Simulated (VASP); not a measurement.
Data:

```
CELL_PARAMETERS angstrom
      1.55172    -2.68766     0.00000
      1.55172     2.68766     0.00000
      0.00000     0.00000    12.15618
ATOMIC_POSITIONS crystal
  W  0.33333 0.66667 0.25000
  W  0.66667 0.33333 0.75000
  S  0.33333 0.66667 0.87720
  S  0.66667 0.33333 0.37720
  S  0.66667 0.33333 0.12280
  S  0.33333 0.66667 0.62280
```

These are optB86b-vdW, VASP's PBE PAW potentials (set 64) (plane waves; VASP) values and carry that method's errors. Settings: 520 eV cut-off, 8×8×2 Γ-centred mesh, Gaussian smearing of 0.050 eV, potentials W_sv S.

Task: The ions and cell shape at fixed volume are relaxed. What does this cell relax into?

Result: 
```
CELL_PARAMETERS angstrom
      1.56952    -2.71848     0.00000
      1.56952     2.71848     0.00000
      0.00000     0.00000    11.88212
ATOMIC_POSITIONS crystal
  W  0.33333 0.66667 0.25000
  W  0.66667 0.33333 0.75000
  S  0.33333 0.66667 0.88303
  S  0.66667 0.33333 0.38303
  S  0.66667 0.33333 0.11697
  S  0.33333 0.66667 0.61697
```
Space group P6_3/mmc (194), at a tolerance of 0.03 Å.

Task: How much energy does the relaxation gain?

Result: The energy (σ→0) changes by -25.4 meV/atom, in 8 ionic steps.

The compound is WS2 in the 2H layered structure. This cell is one point of a volume scan, at 0.94 of the reference volume. Symmetry was kept, so distortions that lower it aren't found.
